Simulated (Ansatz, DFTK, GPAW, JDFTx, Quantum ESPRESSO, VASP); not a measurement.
One calculation of C, 12 ways

```
CELL_PARAMETERS angstrom
0.00000 1.78337 1.78337
1.78337 0.00000 1.78337
1.78337 1.78337 0.00000
ATOMIC_POSITIONS crystal
C 0.75000 0.75000 0.75000
C 0.50000 0.50000 0.50000
```

Alike in all runs: task band structure; functional PBEsol; k mesh 13 × 13 × 13; occupations fermi-dirac, width 0.05 eV; no spin polarisation; no spin-orbit coupling. Pressure is positive in compression and, in plane waves, holds the error of the finite cutoff, which Ansatz's Pulay term estimates and takes out. Gaps are the smaller of the mesh's and the band path's.

```csv
program and potentials,plane-wave cutoff (eV),notes,band gap (eV),pressure (GPa)
"Ansatz, Ansatz PAW",420,"potentials made for PBE, which Ansatz adapts in part; Pulay term of +1.04 GPa included",4.01,-4.81
"JDFTx, PseudoDojo-SR-PBEsol-0.4.1-standard with smoothed tails",1116,-,4.05,-
"Ansatz, all-electron LAPW, scalar-relativistic",-,-,4.01,-4.78
"Ansatz, PAW datasets made for the crystal",540,-,4.02,-4.78
"VASP, PBE PAW files C, 520 eV",520,potentials made for PBE,4.00,-3.75
"DFTK, SG15 1.2 (PBE)",1225,potentials made for PBE,?,?
"JDFTx, SG15-PBE-1.2 with smoothed tails",1361,potentials made for PBE,4.00,-
"Ansatz, Ansatz PAW (files of its older set among them)",820,"potentials made for PBE, which Ansatz adapts in part",4.01,-4.67
"GPAW, PAW data sets generated for this functional",800,-,4.00,-5.16
"Quantum ESPRESSO, PseudoDojo 0.4.1 SR PBEsol standard",1116,-,4.05,-3.34
"Ansatz, PseudoDojo stringent (PBEsol files)",1116,Pulay term of +0.20 GPa included,4.05,-3.05
"Quantum ESPRESSO, SG15 PBE 1.2",1197,potentials made for PBE,4.00,-2.71
```

Estimate from the other rows what the run with DFTK, SG15 1.2 (PBE) gave.

Band gap 4.00 eV; pressure -2.73 GPa. The other rows, which needn't bracket it: band gap 4.00 to 4.05; pressure -5.16 to -2.71.
